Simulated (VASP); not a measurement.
Consider the following.

```yaml
crystal:
  lattice:
    - [5.12790, 0.00000, 0.00000]
    - [0.00000, 3.33070, 0.00000]
    - [0.00000, 0.00000, 5.52614]
  atoms:
    - { symbol: Ni, position: [0.00944, 0.25000, 0.18729] }
    - { symbol: Ni, position: [0.49056, 0.75000, 0.68729] }
    - { symbol: Ni, position: [0.50944, 0.25000, 0.31271] }
    - { symbol: Ni, position: [0.99056, 0.75000, 0.81271] }
    - { symbol: Si, position: [0.32038, 0.75000, 0.08525] }
    - { symbol: Si, position: [0.17962, 0.25000, 0.58525] }
    - { symbol: Si, position: [0.82038, 0.75000, 0.41475] }
    - { symbol: Si, position: [0.67962, 0.25000, 0.91475] }
```

The numbers are results of PBEsol GGA, VASP's PBE PAW potentials (set 64) (plane waves; VASP), not measurements. Numerical set-up: 400 eV cut-off, Gaussian smearing of 0.050 eV, potentials Ni Si.

**Question.** Give the energies of bands 19 to 32 at the high-symmetry points, in eV from the Fermi level.

**Answer.** 
```
band      Γ      X      S      Y      Z      U      R      T
----  -----  -----  -----  -----  -----  -----  -----  -----
19    -2.56  -2.79  -3.00  -2.56  -2.82  -2.79  -2.73  -2.84
20    -2.42  -2.79  -3.00  -2.56  -2.82  -2.79  -2.73  -2.84
21    -2.32  -2.46  -2.16  -2.27  -2.21  -2.39  -2.29  -2.39
22    -2.25  -2.46  -2.16  -2.27  -2.21  -2.39  -2.29  -2.39
23    -2.19  -2.09  -2.16  -2.22  -2.19  -2.18  -2.29  -2.09
24    -2.08  -2.09  -2.16  -2.22  -2.19  -2.18  -2.29  -2.09
25    -1.87  -1.94  -1.79  -1.98  -1.51  -1.05  -1.97  -2.07
26    -1.23  -1.94  -1.79  -1.98  -1.51  -1.05  -1.97  -2.07
27    -1.16   0.95  -1.79  -1.51  -0.26   0.72  -1.97  -1.79
28    -1.02   0.95  -1.79  -1.51  -0.26   0.72  -1.97  -1.79
29     0.57   1.09   0.50  -0.64   0.96   2.40   2.64   0.12
30     1.30   1.09   0.50  -0.64   0.96   2.40   2.64   0.12
31     3.44   3.81   0.50   2.05   3.37   2.77   2.64   1.35
32     3.97   3.81   0.50   2.05   3.37   2.77   2.64   1.35
```

It has no gap at this level: it comes out as a metal or semimetal.

The structure comes from a measured SiNi entry (Pnma) of the Crystallography Open Database, whose conditions weren't checked. It was relaxed first. The run is not spin-polarised, so no magnetic state was tried.
